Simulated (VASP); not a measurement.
# Splitting of the Δ conduction valleys of BAs (F-43m) under biaxial (001) strain, TB-mBJ with spin-orbit coupling on LDA cells

We calculate the conduction-valley energies of zinc-blende BAs under equal in-plane strain from −2 % to +2 %, with the (001) normal free to relax. The question is how the strain divides the six Δ valleys, which are equivalent in the cubic crystal, and which group then lies lowest. This matters for an n-type layer grown on a mismatched substrate, because the occupied valleys set the in-plane effective mass and the strength of scattering between valleys. The splitting is the energy of the valley along [100] less that of the valley along [001], so a positive value puts [001] lower. Single valley energies are counted from the valence-band top at the zone centre of the same strained cell.

## Computational details

The start is a typed prototype cell. The crystal was relaxed with LDA. Equal strain is imposed in the (001) plane; the strain along the normal is adjusted until the normal stress vanishes, and the atoms are relaxed with LDA. VASP 6.6.1, plane waves with PAW, cutoff 480 eV, no spin polarisation. Band edges are single points at TB-mBJ with spin-orbit coupling on these cells, k mesh 9×9×9, read on short lines of k points at the zone centre and through the valleys; energies are counted from the valence-band top at the zone centre.  All levels use the PAW data sets made with LDA.

Notes on method and selection:

- A valley's energy from the valence-band top holds the shift of that top as well as the shift of the valley.
- The TB-mBJ parameter c is fixed anew from the density of each cell, so it changes along the series.
- Runs that did not converge, have known faults or may not be shown are not listed, and runs on Ansatz's PAW sets soft_1 and soft_2 are kept to separate tables.

Columns:

- strain (%): strain in the plane (tension positive).
- splitting (eV): valley along [100] less valley along [001].
- Δ [001] (eV): minimum of the conduction band along Γ–X in the [001] direction.
- Δ [100] (eV): minimum of the conduction band along Γ–X in the [100] direction.
- L [111] (eV): conduction level at L along [111].
- Γ level (eV): lowest conduction level at Γ.

## The series

| member | strain (%) | splitting (eV) | Δ [001] (eV) | Δ [100] (eV) | L [111] (eV) | Γ level (eV) |
| --- | --- | --- | --- | --- | --- | --- |
| −2 % | −2.0 | −0.401 | 1.778 | 1.377 | 3.284 | 3.516 |
| −1.5 % | −1.5 | −0.300 | 1.750 | 1.450 | 3.307 | 3.546 |
| −1 % | −1.0 | −0.199 | 1.722 | 1.523 | 3.317 | 3.574 |
| −0.5 % | −0.5 | ? | ? | ? | ? | ? |
| 0 % | 0.0 | 0.000 | 1.665 | 1.665 | 3.309 | 3.622 |
| +0.5 % | 0.5 | 0.098 | 1.577 | 1.675 | 3.231 | 3.579 |
| +1 % | 1.0 | 0.197 | 1.480 | 1.677 | 3.140 | 3.523 |
| +1.5 % | 1.5 | 0.293 | 1.382 | 1.675 | 3.040 | 3.459 |
| +2 % | 2.0 | 0.389 | 1.282 | 1.672 | 2.935 | 3.389 |

Cells marked ? are withheld until the estimate has been made.

Least-squares fits to the members shown, with x = strain (%); R² and errors in the fitted variable (y, or ln y where the fit is in ln y):

| y | members | fit | R² | rms residual | leave-one-out rms | the same for the mean of the others |
| --- | --- | --- | --- | --- | --- | --- |
| splitting (eV) | 8 | y = −0.002730 + 0.1977 x | 1.00 | 0.0022 | 0.0033 | 0.31 |
| Δ [001] (eV) | 8 | y = 1.587 − 0.1214 x | 0.93 | 0.045 | 0.063 | 0.20 |

## Reading the trend

Tension makes the two valleys along the normal, ±[001], the lowest; compression favours the four in-plane valleys. At +2 % the [001] valley lies 0.389 eV below [100], and at −2 % it lies 0.401 eV above. The mean slope between these ends is (0.389 − (−0.401)) / 4.0 = 0.198 eV per % strain. Even at +0.5 % the splitting of 0.098 eV is several times the thermal energy at room temperature, so most electrons in a lightly doped layer would occupy the lower group.

The cause is the loss of cubic symmetry. In-plane tension lengthens the [100] and [010] axes, while the free normal contracts. To first order the splitting is Ξ × (in-plane strain − normal strain), where Ξ is the shear deformation potential of the Δ valleys. The signs in the table correspond to a positive Ξ: a valley rises when the crystal is stretched along its own axis. Symmetry keeps both atoms at their ideal positions, so no internal displacement contributes.

The single valley energies behave less simply. From 0 to +2 % the [001] valley falls by 1.665 − 1.282 = 0.383 eV while [100] ends only 1.672 − 1.665 = 0.007 eV higher; from 0 to −2 % [100] falls by 1.665 − 1.377 = 0.288 eV and [001] rises by 1.778 − 1.665 = 0.113 eV. The mean over all six valleys drops from 1.665 eV in the cubic crystal to (2 × 1.672 + 1.282) / 3 = 1.542 eV at +2 % and to (2 × 1.377 + 1.778) / 3 = 1.511 eV at −2 %. A volume effect linear in strain would change sign between the two sides. A fall on both sides is expected when strain splits the valence-band top and its upper branch becomes the reference. This shift cancels in the valley splitting, which is why the splitting is nearly linear although the gap narrows under either sign of strain.

The levels at L and Γ do not compete: among the rows shown, L comes closest to the lowest Δ valley in the unstrained crystal, and even there it lies 3.309 − 1.665 = 1.644 eV above.

## Blind estimate

Plain estimates from the members shown:

- −0.5 %, fit at x = −0.5: −0.102 eV
- −0.5 %, straight-line interpolation between −1 % and 0 %: w = (−0.5 − (−1.0)) / (0.0 − (−1.0)) = 0.500, so −0.199 + 0.500 × (0.000 − (−0.199)) = −0.100 eV

We use the straight line between the neighbours at −1 % and 0 %. It keeps the splitting at exactly zero in the unstrained crystal, as cubic symmetry requires. The fit to all members has an intercept of −0.0027 eV there, which pulls its estimate to −0.102 eV.

The interpolation gives (−0.199 + 0.000) / 2 = −0.0995 eV. The same route on the tension side gives (0.000 + 0.197) / 2 = 0.0985 eV for +0.5 %, against 0.098 eV in the table. At −1.5 % and +1.5 %, the midpoints of the neighbouring rows reproduce the tabulated −0.300 and 0.293 eV.

Curvature calls for no useful correction. The values at ±1 % give a quadratic coefficient of (0.197 − 0.199) / 2 = −0.001 eV per %², which would change the midpoint between two rows 1 % apart by only 0.001 × 0.5 × 0.5 = 0.00025 eV in size. The valence-band top drops out of the difference, and the change of the TB-mBJ parameter c with strain acts on both valleys of a cell together, so neither argues for a separate shift.

Interpolating +1 % from +0.5 % and +1.5 % gives (0.098 + 0.293) / 2 = 0.1955 eV, a miss of 0.197 − 0.1955 = 0.0015 eV and the largest among these trials. With the smaller misses elsewhere, we take 0.001 eV as one standard deviation. The in-plane valleys should therefore be lowest at −0.5 %, by about 0.1 eV.

**Committed estimate, −0.5 %: splitting = −0.0995 ± 0.0010 eV.**

## Result

| member | strain (%) | splitting (eV) | Δ [001] (eV) | Δ [100] (eV) | L [111] (eV) | Γ level (eV) |
| --- | --- | --- | --- | --- | --- | --- |
| −0.5 % | −0.5 | −0.099 | 1.694 | 1.594 | 3.318 | 3.600 |

| member | estimate | splitting (eV) | computed | estimate − computed | miss in error bars |
| --- | --- | --- | --- | --- | --- |
| −0.5 % | committed | −0.100 | −0.099 | −0.001 | 0.5 |
| −0.5 % | fit | −0.102 | −0.099 | −0.003 |  |
| −0.5 % | interpolation | −0.100 | −0.099 | −0.001 |  |

The estimate of −0.0995 eV lies within its error bar: the computed splitting is −0.099 eV, a miss of half the stated 0.001 eV. It is the plain interpolation, so it could do no better than that; the straight-line fit, at −0.102 eV, misses by 0.003 eV. Holding the splitting at zero in the cubic crystal was the useful constraint, and leaving out a curvature correction cost nothing that the printed digits can show.

As predicted, the in-plane valleys are lowest, with [100] at 1.594 eV and [001] at 1.694 eV above the valence-band top. The new row also bears on the reference level. The mean over the six valleys is (2 × 1.594 + 1.694) / 3 = 1.627 eV, which is 0.038 eV below the unstrained value. At −1 % the drop is 1.665 − (2 × 1.523 + 1.722) / 3 = 0.076 eV, twice as large. On the compressive side, such a proportional drop is what a linear rise of the upper valence branch relative to the mean of the valleys would give, with any volume effect included.

## Exceptions

Least-squares fits to the whole series, with x = strain (%); R² and errors in the fitted variable (y, or ln y where the fit is in ln y):

| y | members | fit | R² | rms residual | leave-one-out rms | the same for the mean of the others |
| --- | --- | --- | --- | --- | --- | --- |
| splitting (eV) | 9 | y = −0.002444 + 0.1976 x | 1.00 | 0.0023 | 0.0032 | 0.29 |
| Δ [001] (eV) | 9 | y = 1.592 − 0.1230 x | 0.93 | 0.045 | 0.062 | 0.19 |

Largest departures from the fit to the whole series:

| member | splitting (eV) | fit | computed − fit | in rms residuals |
| --- | --- | --- | --- | --- |
| +2 % | 0.389 | 0.393 | −0.004 | 1.7 |
| −2 % | −0.401 | −0.398 | −0.003 | 1.5 |
| 0 % | 0.000 | −0.002 | +0.002 | 1.1 |
| −0.5 % | −0.099 | −0.101 | +0.002 | 1.0 |

No member stands out: the largest departure from the line is 0.004 eV, in a series that spans 0.389 − (−0.401) = 0.790 eV. The residuals do have a pattern, with both ends below the line (−0.004 eV at +2 %, −0.003 eV at −2 %) and the members at 0 and −0.5 % above it by 0.002 eV.

This is a weak downward curvature. The two ends give a quadratic coefficient of (0.389 − 0.401) / (2 × 4) = −0.0015 eV per %², close to the −0.001 eV per %² from ±1 %. It also explains why the fitted line misses zero in the unstrained crystal, where symmetry demands it. Second-order terms in the valley shifts are a possible source.

## What to take away

Between −2 % and +2 % the splitting follows 0.198 eV per % of in-plane strain, with [001] lowest in tension and the in-plane valleys lowest in compression. Interpolation between neighbouring rows should place a new member in this range to about 0.001–0.002 eV.

For a lightly doped layer at room temperature, with a thermal energy of roughly 0.026 eV and equal densities of states per valley, +0.5 % gives a Boltzmann factor of exp(0.098 / 0.026) ≈ 43. The four upper valleys then hold 4 / (4 + 2 × 43) ≈ 0.04 of the electrons. Half a per cent of tension is thus enough to put nearly all of them in the [001] pair, whose mass for motion in the plane is the transverse one.

We expect no omitted effect to rival the range of the splitting. Lattice vibrations should lower the gap, but they are expected to shift all six valleys nearly alike and so largely cancel in the splitting.
